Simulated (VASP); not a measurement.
```yaml
crystal:
  lattice:
    - [1.64322, -2.84614, 0.00000]
    - [1.64322, 2.84614, 0.00000]
    - [0.00000, 0.00000, 12.85597]
  atoms:
    - { symbol: Mo, position: [0.33333, 0.66667, 0.25000] }
    - { symbol: Mo, position: [0.66667, 0.33333, 0.75000] }
    - { symbol: S, position: [0.33333, 0.66667, 0.87314] }
    - { symbol: S, position: [0.66667, 0.33333, 0.37314] }
    - { symbol: S, position: [0.66667, 0.33333, 0.12686] }
    - { symbol: S, position: [0.33333, 0.66667, 0.62686] }
```

Method: vdW-DF2, VASP's PBE PAW potentials (set 64) (plane waves; VASP). Settings: 520 eV cut-off, 7×7×2 Γ-centred mesh, Gaussian smearing of 0.050 eV, potentials Mo_sv S.

### Question
What does the run give for the energy per atom (σ→0)?

### Answer

```
Quantity                        Value
---------------------  --------------
energy per atom (σ→0)  -4.641 eV/atom
```

Total energies compare only between runs with the same potentials, cut-off and functional.

The compound is MoS2 in the 2H layered structure. It was relaxed first, which changed the volume by +13 %. The start is the result of an earlier pass.
